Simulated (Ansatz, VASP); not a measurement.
## MoS2 in two plane-wave programs

One calculation is typed for both programs; each brings its own data sets and cutoff. How far apart do they land? The cell is taken from a series of runs on this material, whose earlier steps may have relaxed, scaled, displaced or heated it; both programs get it as it stands.

Calculated with Ansatz 0.2.0; plane waves, with VASP 6.6.1 beside it; single point at PBE.

## Step 1: Starting point

It takes space group P6_3/mmc (No. 194, hexagonal). Conventional cell: a = 3.137 Å, b = 3.137 Å, c = 12.324 Å, α = 90.00°, β = 90.00°, γ = 120.00°. Nearest to Mo lie 6 S at 2.39 Å. Nearest to S lie 3 Mo at 2.39 Å. Farther neighbours and most contacts between anions are not listed.

As a file:

```
Mo S
1.0
     3.13731    0.00000    0.00000
    -1.56865    2.71699    0.00000
     0.00000    0.00000   12.32400
Mo S
2 4
Direct
  0.66667 0.33333 0.75000
  0.33333 0.66667 0.25000
  0.66667 0.33333 0.37671
  0.33333 0.66667 0.87671
  0.66667 0.33333 0.12329
  0.33333 0.66667 0.62329
```

## Step 2: VASP: single point, PBE

With cell and atoms fixed, the geometry can't cause a difference; cores, projectors, grids and the points listed under the comparison can.

Lines of VASP's logs that name or quote its potential files are left out, and so is its time.

Input file INCAR:

```
SYSTEM = MoS2
PREC = Accurate
ENCUT = 400
EDIFF = 1E-06
NELM = 100
ISMEAR = 0
SIGMA = 0.01
LREAL = .FALSE.
ALGO = Normal
GGA = PE
NBANDS = 32
LASPH = .TRUE.
LORBIT = 11
LWAVE = .FALSE.
LCHARG = .FALSE.
KPAR = 2
ISIF = 2
```

Input file POSCAR:

```
MoS2
1.0
    3.1373100000      0.0000000000      0.0000000000
   -1.5686550000      2.7169901596      0.0000000000
    0.0000000000      0.0000000000     12.3240000000
Mo S
2 4
Direct
    0.6666666667      0.3333333333      0.7500000000
    0.3333333333      0.6666666667      0.2500000000
    0.6666666667      0.3333333333      0.3767056880
    0.3333333333      0.6666666667      0.8767056880
    0.6666666667      0.3333333333      0.1232943120
    0.3333333333      0.6666666667      0.6232943120
```

Input file KPOINTS:

```
Automatic mesh
0
Gamma
6 6 1
0 0 0
```

PAW data sets: Mo_sv and S (PBE family, release 64).

Launch:

```
$ mpirun -np 2 vasp_std
```

Numbers of over 12 decimals in the logs are rounded to 6 here.

The log of the run:

```text
[banner, memory and clock lines left out]
running    2 mpi-ranks, on    1 nodes
 distrk:  each k-point on    1 cores,    2 groups
 distr:  one band on    1 cores,    1 groups

 POSCAR found type information on POSCAR MoS
 POSCAR found :  2 types and       6 ions
 LDA part: xc-table for (Slater+PW92), standard interpolation
 POSCAR, INCAR and KPOINTS ok, starting setup
 FFT: planning ... GRIDC
 FFT: planning ... GRID_SOFT
 FFT: planning ... GRID
 WAVECAR not read
 entering main loop
       N       E                     dE             d eps       ncg     rms          rms(c)
DAV:   1     0.384542909253E+03    0.38454E+03   -0.26290E+04   512   0.126E+03
DAV:   2    -0.279233398514E+02   -0.41247E+03   -0.40103E+03   592   0.357E+02
DAV:   3    -0.460229981020E+02   -0.18100E+02   -0.17977E+02   576   0.684E+01
DAV:   4    -0.463688388693E+02   -0.34584E+00   -0.34466E+00   544   0.997E+00
DAV:   5    -0.463788621199E+02   -0.10023E-01   -0.10018E-01   576   0.152E+00    0.355E+01
DAV:   6    -0.442476508810E+02    0.21312E+01   -0.18707E+01   488   0.240E+01    0.134E+01
DAV:   7    -0.438712660970E+02    0.37638E+00   -0.80568E+00   512   0.151E+01    0.840E+00
DAV:   8    -0.435251749460E+02    0.34609E+00   -0.14216E+00   560   0.677E+00    0.304E+00
DAV:   9    -0.435380426017E+02   -0.12868E-01   -0.12854E-01   600   0.175E+00    0.136E+00
DAV:  10    -0.435285097932E+02    0.95328E-02   -0.56145E-02   536   0.137E+00    0.298E-01
DAV:  11    -0.435286661980E+02   -0.15640E-03   -0.22467E-03   552   0.267E-01    0.161E-01
DAV:  12    -0.435286085251E+02    0.57673E-04   -0.34473E-04   584   0.975E-02    0.702E-02
DAV:  13    -0.435286188636E+02   -0.10338E-04   -0.12813E-04   544   0.578E-02    0.905E-03
DAV:  14    -0.435286213610E+02   -0.24974E-05   -0.10510E-05   472   0.188E-02    0.136E-02
DAV:  15    -0.435286220803E+02   -0.71924E-06   -0.19264E-06   472   0.745E-03
   1 F= -.43528622E+02 E0= -.43528622E+02  d E =-.178366E-11
```

From OUTCAR (step 2):

```text
ion  position               nearest neighbor table
   1  0.667  0.333  0.750-   4 2.39   6 2.39   4 2.39   6 2.39   4 2.39   6 2.39
   2  0.333  0.667  0.250-   3 2.39   5 2.39   3 2.39   5 2.39   3 2.39   5 2.39
   3  0.667  0.333  0.377-   2 2.39   2 2.39   2 2.39
   4  0.333  0.667  0.877-   1 2.39   1 2.39   1 2.39
   5  0.667  0.333  0.123-   2 2.39   2 2.39   2 2.39
   6  0.333  0.667  0.623-   1 2.39   1 2.39   1 2.39

  LATTYP: Found a hexagonal cell.
 ALAT       =     3.1373100000
 C/A-ratio  =     3.9282060109

 Subroutine GETGRP returns: Found 24 space group operations
 (whereof 12 operations were pure point group operations)

The static configuration has the point symmetry D_3d.
 The point group associated with its full space group is D_6h.

 Found      7 irreducible k-points:

   k-points           NKPTS =      7   k-points in BZ     NKDIM =      7   number of bands    NBANDS=     32

   dimension x,y,z NGX =    20 NGY =   20 NGZ =   80
   dimension x,y,z NGXF=    40 NGYF=   40 NGZF=  160

   ENCUT  =  400.0 eV  29.40 Ry    5.42 a.u.   5.12  5.12 20.10*2*pi/ulx,y,z

   NELECT =      52.0000    total number of electrons

 k-points in reciprocal lattice and weights: Automatic mesh
   0.00000000  0.00000000  0.00000000       0.028
   0.16666667  0.00000000  0.00000000       0.167
   0.33333333  0.00000000  0.00000000       0.167
   0.50000000  0.00000000  0.00000000       0.083
   0.16666667  0.16666667  0.00000000       0.167
   0.33333333  0.16666667  0.00000000       0.333
   0.33333333  0.33333333  0.00000000       0.056

 average (electrostatic) potential at core
       1 -74.4531       2 -74.4531       3 -84.2304       4 -84.2304       5 -84.2304
       6 -84.2304

 E-fermi :   7.7490

 k-point     1 :       0.0000    0.0000    0.0000
  band No.  band energies     occupation
    ...
     22       5.6307      2.00000
     23       5.6307      2.00000
     24       6.4774      2.00000
     25       6.5061      2.00000
     26       7.7062      2.00000
     27       9.9312      0.00000
     28       9.9313      0.00000
     29       9.9585      0.00000
     30       9.9585      0.00000
     31      10.1066      0.00000
    ...

 k-point     2 :       0.1667    0.0000    0.0000
  band No.  band energies     occupation
    ...
     22       5.0593      2.00000
     23       5.6742      2.00000
     24       6.4857      2.00000
     25       6.5486      2.00000
     26       6.9486      2.00000
     27       9.2718      0.00000
     28       9.6776      0.00000
     29       9.6949      0.00000
     30       9.8403      0.00000
     31       9.8959      0.00000
    ...

 k-point     3 :       0.3333    0.0000    0.0000
  band No.  band energies     occupation
    ...
     22       5.6416      2.00000
     23       5.7113      2.00000
     24       5.8263      2.00000
     25       5.8938      2.00000
     26       6.1544      2.00000
     27       9.1651      0.00000
     28       9.3163      0.00000
     29       9.4708      0.00000
     30       9.9003      0.00000
     31      10.2998      0.00000
    ...

  Total        3.4456416      3.4456416      3.2187583      0.0000000      0.0000000      0.0000000
  in kB       52.5513035     52.5513035     49.0909872      0.0000000      0.0000000      0.0000000
  external PRESSURE =      51.3978647 kB  Pullay stress =       0.0000000 kB

  energy-cutoff  :      400.00
  volume of cell :      105.05
      direct lattice vectors                 reciprocal lattice vectors
     3.137310000  0.000000000  0.000000000     0.318744402  0.184027166  0.000000000
    -1.568655000  2.716990160  0.000000000     0.000000000  0.368054333  0.000000000
     0.000000000  0.000000000 12.324000000     0.000000000  0.000000000  0.081142486

 POSITION                                       TOTAL-FORCE (eV/Angst)
 -----------------------------------------------------------------------------------
      1.56866      0.90566      9.24300         0.000000     -0.000000      0.000000
     -0.00000      1.81133      3.08100        -0.000000      0.000000      0.000000
      1.56866      0.90566      4.64252        -0.000000      0.000000      0.181675
     -0.00000      1.81133     10.80452         0.000000     -0.000000      0.181675
      1.56866      0.90566      1.51948        -0.000000      0.000000     -0.181675
     -0.00000      1.81133      7.68148         0.000000     -0.000000     -0.181675
 -----------------------------------------------------------------------------------
    total drift:                               -0.000000      0.000000     -0.000000

  FREE ENERGIE OF THE ION-ELECTRON SYSTEM (eV)
  ---------------------------------------------------
  free  energy   TOTEN  =       -43.5286220803 eV

  energy  without entropy=      -43.5286220803  energy(sigma->0) =      -43.52862208

 total charge
# of ion       s       p       d       tot
------------------------------------------
    1        2.296   6.232   3.982  12.510
    2        2.296   6.232   3.982  12.510
    3        1.365   2.349   0.000   3.714
    4        1.365   2.349   0.000   3.714
    5        1.365   2.349   0.000   3.714
    6        1.365   2.349   0.000   3.714
--------------------------------------------------
tot         10.054  21.859   7.963  39.876

[... 3 further parts left out ...]
```

This run has no spin polarisation, so a moment on Mo, if there is one, isn't seen.

## Step 3: Ansatz: single point, PBE

Ansatz runs on its default PAW (the set named soft_2) files.

The same cell, functional, mesh and smearing now go to Ansatz, which takes its cutoff from its data sets.

Input file input.yaml:

```yaml
crystal:
  lattice:
    - [3.13731, 0.0, 0.0]
    - [-1.568655, 2.7169901596, 0.0]
    - [0.0, 0.0, 12.324]
  atoms:
    - { symbol: Mo, position: [0.6666666667, 0.3333333333, 0.75] }
    - { symbol: Mo, position: [0.3333333333, 0.6666666667, 0.25] }
    - { symbol: S, position: [0.6666666667, 0.3333333333, 0.376705688] }
    - { symbol: S, position: [0.3333333333, 0.6666666667, 0.876705688] }
    - { symbol: S, position: [0.6666666667, 0.3333333333, 0.123294312] }
    - { symbol: S, position: [0.3333333333, 0.6666666667, 0.623294312] }
hamiltonian:
  xc: pbe
  pseudopotentials: { kind: paw }
kpoints:
  mp_grid: { grid: [6, 6, 1] }
scf:
  occupations: { method: gaussian, width: 0.01 }
  n_extra_bands: 5
output:
  forces: true
  stress: true
  eigenvalues: true
```

Launch:

```
$ ansatz run input.yaml --threads 4 --pin off --max-ram 9216MiB --backend cpu --events-out ev --progress --plain --runs-dir out
```

The log of the run:

```text
scf.n_extra_bands = 5 over 26 filled bands (N_el = 52.0): the run solves 31 bands
Engine: ansatz 0.2.0, aarch64-unknown-linux-gnu
Pseudopotentials: kind: paw
Pseudopotential: Mo, paw, valence charge 14, recommended cutoff 420 eV (normal), Mo.paw.azcp
Pseudopotential: S, paw, valence charge 6, recommended cutoff 420 eV (normal), S.paw.azcp
Functional definition: PBE
  parameter kappa = 0.804
  parameter beta = 0.066725
  exchange = pbe_x(kappa = kappa, mu = beta*pi^2/3)
  correlation = pbe_c(beta = beta)
Crystal: 6 atoms, lattice volume = 105.050 Å³
Basis set: ecut = 420 eV, 2033 PW (Γ), exchange–correlation on 48×48×180 points (8 copies of the dense FFT grid, shifted against one another)
Bands: 31, of which v1, the nominal top of the filled ones, is band 26 counted from 1 (25 counted from 0)
Symmetry: 24 space group operations
Space group: P63/mmc (ITA 194), of the structure as read, at distance tolerance 4.7e-5 Å
k-points: 7 of 36
Non-local potential: Mo, projectors of the file, l = 0: 3, l = 1: 2, l = 2: 2, l = 3: 1
Non-local potential: S, projectors of the file, l = 0: 2, l = 1: 2, l = 2: 2
PAW form: soft (Blöchl's): semilocal exchange-correlation on the pseudo side does not see the compensation charge
PAW one-centre angular grid: Mo, 590 points (default); XC on 64 Gauss nodes
PAW one-centre angular grid: S, 110 points (default); XC on 64 Gauss nodes
Initial density: superposition of atomic densities (neutral atoms: chi_scale 0, normalization atom), corrected by the library's trained network
Initial wavefunctions: pseudopotential atomic-orbital guess
Functional: x = pbe(κ = 0.804, μ = 0.219515), c = pbe(β = 0.066725)
SCF iter   1: F=—  HF=-13525.447556 eV  |F-HF|=—  |Δ(HF+E_count)|=         —  Δρ=5.61e-3  dr2=7.61e-3  ethr=1.77e-3  ⟨swp⟩=7.0  Hψ=955  notcnv=0
preconditioner: auto → Resta (q_TF=auto, 2.427 Å⁻¹)  ε∞=8.9  [insulator: Δε(μ)=0.910 eV  Ē_g=7.719 eV  σ=0.010 eV  W_gap=1.00  n_scr=26 (ndim 8)  ℏωp=21.7 eV  f_vac=0.015  D(μ)=0.00/eV (n_scr^D=0)  ε∞_Penn≈8.9]
SCF iter   2: F=—  HF=-13525.456290 eV  |F-HF|=—  |Δ(HF+E_count)|=   8.73e-3  Δρ=3.21e-3  dr2=2.44e-3  ethr=1.46e-5  ⟨swp⟩=2.1  Hψ=429  notcnv=0  defer=6
SCF iter   3: F=—  HF=-13525.461137 eV  |F-HF|=—  |Δ(HF+E_count)|=   4.85e-3  Δρ=5.52e-4  dr2=7.02e-4  ethr=4.70e-6  ⟨swp⟩=2.0  Hψ=350  notcnv=0  defer=6
SCF iter   4: F=—  HF=-13525.461070 eV  |F-HF|=—  |Δ(HF+E_count)|=   6.64e-5  Δρ=1.21e-4  dr2=9.96e-6  ethr=1.35e-6  ⟨swp⟩=2.0  Hψ=282  notcnv=0  defer=6
SCF iter   5: F=—  HF=-13525.461218 eV  |F-HF|=—  |Δ(HF+E_count)|=   1.48e-4  Δρ=5.49e-5  dr2=2.43e-6  ethr=1.92e-8  ⟨swp⟩=2.0  Hψ=314  notcnv=0  defer=6
SCF iter   6: F=—  HF=-13525.461221 eV  |F-HF|=—  |Δ(HF+E_count)|=   3.37e-6  Δρ=1.21e-5  dr2=4.40e-7  ethr=4.67e-9  ⟨swp⟩=2.0  Hψ=329  notcnv=0  defer=6
SCF iter   7: F=-13525.461221 eV  HF=-13525.461221 eV  |F-HF|=6.80e-9  |Δ(HF+E_count)|=   1.68e-7  Δρ=3.59e-6  dr2=2.85e-8  ethr=1.92e-10  ⟨swp⟩=7.3  Hψ=849  notcnv=0
SCF 1 converged in 7 iterations: F = -13525.461221 eV  dr2 = 2.85e-8
  greatest PAW one-centre occupation: 0.998 electrons in one spin orbital (limit 2), on the Mo atom at site 1 (counted from 0), in its partial waves of l = 0
SCF converged after 7 iterations
Free energy (F): -13525.461221 eV
Harris-Foulkes:  -13525.461221 eV  (|F-HF|=6.80e-9)
Internal energy: -13525.461221 eV  (E = F + TS)
E sigma→0 (E₀):  -13525.461221 eV
Fermi energy:    11.641510 eV
--- Per-component energies (eV) ---
  E_band       = -297.578412
  E_kinetic    = 1316.128600
  E_local      = -3934.455341  (includes V_loc(G=0)·N_el)
  E_nonlocal   = 398.608069
  E_hartree    = 1520.635965
  E_xc         = -758.581206
  E_vxc        = -812.143831  (∫ρ·V_xc dr)
  E_paw        = -8803.305485  (= ΣΔE_a)
  E_vpaw       = -306.979011  (= ΣTr[D̂ρ^β])
  E_aug_tail   = 0.000074  (compensation charges beyond the density's cutoff)
  E_ewald      = -3264.491897
  E_smearing   = -0.000000  (= −TS)
  E_closure    = 0.000000  (closes the sum)
  Σ components = -13525.461221   (vs F -13525.461221, Δ=0.00e0)
--- Forces (eV/Å), atoms counted from 1 ---
  atom   1  Mo     0.00000000    -0.00000000     0.00000000
  atom   2  Mo    -0.00000000     0.00000000     0.00000000
  atom   3  S     -0.00000000     0.00000000     0.19299065
  atom   4  S     -0.00000000    -0.00000000     0.19299065
  atom   5  S     -0.00000000     0.00000000    -0.19299065
  atom   6  S     -0.00000000    -0.00000000    -0.19299065
  max |Σ_I F_I| component: 3.82e-17 eV/Å
--- Stress (GPa, compression-positive) ---
        5.662755       0.000000       0.000000
        0.000000       5.662755       0.000000
        0.000000       0.000000       5.394142
  P = ⅓ Tr σ = 5.5732 GPa (55.732 kbar)
--- Band table (eV; the first three rows and the last of 7) ---
  k-point 0: bands = [... 22 lower, 9.0967, 9.9574, 9.9764, 11.1868, 13.3994, 13.3994, 13.4263, 13.4263, ... 1 higher]
  k-point 1: bands = [... 22 lower, 9.1460, 9.9568, 10.0339, 10.4274, 12.7394, 13.1466, 13.1568, 13.3075, ... 1 higher]
  k-point 2: bands = [... 22 lower, 9.1790, 9.2930, 9.3651, 9.6254, 12.6296, 12.7816, 12.9361, 13.3660, ... 1 higher]
  k-point 6: bands = [... 22 lower, 8.4630, 8.4630, 10.4435, 10.6114, 12.3554, 12.3554, 13.0487, 14.0877, ... 1 higher]
```

The run ends at a pressure of 5.57 GPa, with forces up to 0.19 eV/Å.

## Step 4: Differences

Known differences besides the potentials themselves: the cutoff is 420 eV in Ansatz and 400 eV in VASP. Total energies have different zeros and are not compared.

The two programs side by side:

| quantity | Ansatz | VASP | difference |
| --- | --- | --- | --- |
| pressure (GPa) | 5.57 | 5.14 | +0.43 |
| gap on the k mesh (eV) | 0.910 | 0.924 | -0.014 |

Forces (eV/Å; atoms numbered as in POSCAR):

```csv
atom,"Ansatz x, y, z","VASP x, y, z"
Mo1,"0.000, 0.000, 0.000","0.000, 0.000, 0.000"
Mo2,"0.000, 0.000, 0.000","0.000, 0.000, 0.000"
S3,"0.000, 0.000, 0.193","0.000, 0.000, 0.182"
S4,"0.000, 0.000, 0.193","0.000, 0.000, 0.182"
S5,"0.000, 0.000, -0.193","0.000, 0.000, -0.182"
S6,"0.000, 0.000, -0.193","0.000, 0.000, -0.182"
```

The forces differ by 5.3 meV/Å r.m.s., which is 6.2 % of the r.m.s. force of 0.09 eV/Å (both taken over all components). A gap on the mesh is an upper bound, since the band edges may lie between its points.

## Step 5: Other set-ups

Further runs change the set-up of one program: Ansatz's method, potentials or start, or VASP's data sets, cutoff or form of LDA. The table gives Ansatz less VASP for each quantity, since a change that brings one quantity closer may part another.

| run | r.m.s. force difference (meV/Å) | pressure (GPa) | gap on the k mesh (eV) |
| --- | --- | --- | --- |
| as above | 5.3 | 0.43 | -0.014 |
| VASP with the data sets Mo_sv and S_h and a cutoff of 650 eV | 2.6 | -0.051 | -0.0097 |

## Step 6: Outcome

```yaml
r_m_s_force_difference_single_point_pbe: 5.3 meV/Å
```

**Reading.** The r.m.s. force difference is 5.3 meV/Å (single point, PBE), within the 12 meV/Å picked in this series as the mark of a large difference. Single point, PBE, VASP with the data sets Mo_sv and S_h and a cutoff of 650 eV: r.m.s. force difference goes from 5.3 to 2.6 meV/Å; the difference in pressure goes from 0.43 to -0.051 GPa; the difference in gap on the k mesh goes from -0.014 to -0.0097 eV. How closely two codes agree says nothing of how well the functional describes the real material.

[Lines on the potential files, build, host, timing and source positions are cut from VASP's logs without a mark.]

[Logs are printed without paths, hosts, clocks, repeated set-up lines and the standing remarks that a program may print on its own settings, such as how far it seeks lower states.]

[Hosts, paths, dates, database ids (printed as entryN), source tags and the programs' standing remarks are cut or masked in the printed files.]
